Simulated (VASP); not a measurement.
Data:

```xyz
4
Lattice="4.1219 0.0000 0.0000 0.0000 4.1219 0.0000 0.0000 0.0000 5.9057" Properties=species:S:1:pos:R:3 pbc="T T T"
Zn     2.0609     2.0609     2.9529
Cd     0.0000     4.1219     0.0000
Se     4.1219     2.0609     4.2892
Se     2.0609     4.1219     1.6165
```

Calculation: PBEsol GGA with spin-orbit coupling, VASP's PBE PAW potentials (set 64) (plane waves; VASP). Run with 400 eV cut-off, 5×5×4 Γ-centred mesh, Gaussian smearing of 0.050 eV, potentials Zn Cd Se.

Q: Give the energies of bands 27 to 40 at the high-symmetry points, in eV from the valence-band maximum.

A: 
```json
[
 {"band": "27", "Γ": "-2.34", "X": "-3.88", "M": "-4.28", "Z": "-2.97", "R": "-4.93", "A": "-4.04"},
 {"band": "28", "Γ": "-2.34", "X": "-3.88", "M": "-4.28", "Z": "-2.97", "R": "-4.93", "A": "-4.04"},
 {"band": "29", "Γ": "-2.19", "X": "-2.75", "M": "-2.39", "Z": "-1.68", "R": "-1.28", "A": "-2.88"},
 {"band": "30", "Γ": "-2.19", "X": "-2.75", "M": "-2.39", "Z": "-1.68", "R": "-1.28", "A": "-2.88"},
 {"band": "31", "Γ": "-0.44", "X": "-2.35", "M": "-2.26", "Z": "-1.56", "R": "-1.07", "A": "-2.70"},
 {"band": "32", "Γ": "-0.44", "X": "-2.35", "M": "-2.26", "Z": "-1.56", "R": "-1.07", "A": "-2.70"},
 {"band": "33", "Γ": "-0.09", "X": "-1.25", "M": "-2.17", "Z": "-1.09", "R": "-0.94", "A": "-2.63"},
 {"band": "34", "Γ": "-0.09", "X": "-1.25", "M": "-2.17", "Z": "-1.09", "R": "-0.94", "A": "-2.63"},
 {"band": "35", "Γ": "0.00", "X": "-0.79", "M": "-2.08", "Z": "-0.97", "R": "-0.69", "A": "-2.58"},
 {"band": "36", "Γ": "0.00", "X": "-0.79", "M": "-2.08", "Z": "-0.97", "R": "-0.69", "A": "-2.58"},
 {"band": "37", "Γ": "0.61", "X": "3.42", "M": "2.71", "Z": "3.14", "R": "2.08", "A": "4.88"},
 {"band": "38", "Γ": "0.61", "X": "3.42", "M": "2.71", "Z": "3.14", "R": "2.08", "A": "4.88"},
 {"band": "39", "Γ": "2.87", "X": "4.02", "M": "2.75", "Z": "3.45", "R": "2.25", "A": "5.04"},
 {"band": "40", "Γ": "2.87", "X": "4.02", "M": "2.75", "Z": "3.45", "R": "2.25", "A": "5.04"}
]
```

The gap is direct, 0.61 eV, from the valence maximum at Γ to the conduction minimum at Γ.

The structure comes from a computed database's ZnCdSe2 entry (P-4m2); how it stands against other phases isn't given here. It was relaxed first.
